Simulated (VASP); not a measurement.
A VASP calculation is set up with these files.

KPOINTS:
```
Automatic mesh
0
Gamma
8 8 8
0 0 0
```

**POSCAR**
```
Mg2Sn
1.0
  0.0000000000   3.3253102027   3.3253102027
  3.3253102027   0.0000000000   3.3253102027
  3.3253102027   3.3253102027   0.0000000000
Mg Sn
2 1
direct
  0.2500000000   0.2500000000   0.2500000000
  0.7500000000   0.7500000000   0.7500000000
  0.0000000000   0.0000000000   0.0000000000
```

INCAR:
```
# general
SYSTEM   =  Mg2Sn
PREC     =  Accurate
ENCUT    =  500   # plane-wave cut-off (eV)
LREAL    =  .FALSE.   # projection in real space or not
LASPH    =  .TRUE.

# electronic loop
EDIFF    =  1E-6   # SCF stop (eV)
NELM     =  100   # most electronic steps
ALGO     =  Normal
LMAXMIX  =  4   # l cut-off of mixed one-centre charges

# smearing
ISMEAR   =  1   # Methfessel-Paxton
SIGMA    =  0.1   # width (eV)

# ions
IBRION   =  2
NSW      =  40   # most ionic steps
ISIF     =  3   # ions, shape and volume
EDIFFG   =  -0.02   # ionic stop

# output
LWAVE    =  .FALSE.
LCHARG   =  .FALSE.
```

POTCAR, in this order: Mg Sn_d (LDA.64 set). Program: vasp_std.

Write an equivalent input for Quantum ESPRESSO's pw.x.

One equivalent input (not run):
```
&CONTROL
  calculation = 'vc-relax'
  pseudo_dir = './pseudo'
  outdir = './out'
  tprnfor = .true.
  tstress = .true.
  nstep = 40
  forc_conv_thr = 0.00078
/
&SYSTEM
  ibrav = 0
  nat = 3
  ntyp = 2
  ecutwfc = 84
  occupations = 'smearing'
  smearing = 'methfessel-paxton'
  degauss = 0.00735
  input_dft = 'pz'
/
&ELECTRONS
  conv_thr = 7.3e-08
  electron_maxstep = 100
/
&IONS
/
&CELL
/
ATOMIC_SPECIES
  Mg 24.305 Mg.upf
  Sn 118.710 Sn.upf
CELL_PARAMETERS angstrom
     0.0000000    3.3253102    3.3253102
     3.3253102    0.0000000    3.3253102
     3.3253102    3.3253102    0.0000000
ATOMIC_POSITIONS crystal
  Mg   0.2500000  0.2500000  0.2500000
  Mg   0.7500000  0.7500000  0.7500000
  Sn   0.0000000  0.0000000  0.0000000
K_POINTS automatic
  8 8 8 0 0 0
```
The two are equivalent in intent, not identical: the potentials are each code's own (VASP's PAW set, PseudoDojo norm-conserving files in pw.x), so ENCUT and ecutwfc are chosen apart and not converted; conv_thr bounds pw.x's estimated SCF error, while EDIFF bounds the energy change between steps; forc_conv_thr acts on force components and is met together with etot_conv_thr.

The compound is Mg2Sn in the antifluorite structure. It was relaxed first.
